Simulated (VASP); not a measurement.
ZrIr3 (space group Pm-3m): computed properties

Calculation: PBEsol GGA, VASP's PBE PAW potentials (set 64) (plane waves; VASP).

For ZrIr3, the space group is Pm-3m (221). The cell is a = b = c = 3.9355 Å, α = β = γ = 90.00°, the volume per atom is 15.24 Å³/atom and the band gap (over mesh and band path) comes out as none (metal, semimetal or under 0.01 eV). The density is 18.19 g/cm³.

```yaml
crystal:
  lattice:
    - [3.93550, 0.00000, 0.00000]
    - [0.00000, 3.93550, 0.00000]
    - [0.00000, 0.00000, 3.93550]
  atoms:
    - { symbol: Zr, position: [0.00000, 0.00000, 0.00000] }
    - { symbol: Ir, position: [0.50000, 0.50000, 0.00000] }
    - { symbol: Ir, position: [0.00000, 0.50000, 0.50000] }
    - { symbol: Ir, position: [0.50000, 0.00000, 0.50000] }
```

Unless said otherwise, spin-orbit coupling is left out, though it shifts the bands of the heavy elements here.

The structure comes from a computed database's ZrIr3 entry (Pm-3m); how it stands against other phases isn't given here. It was relaxed first. Symmetry was kept, so distortions that lower it aren't found. The electron count is odd and the run is not spin-polarised, which forces a metal.
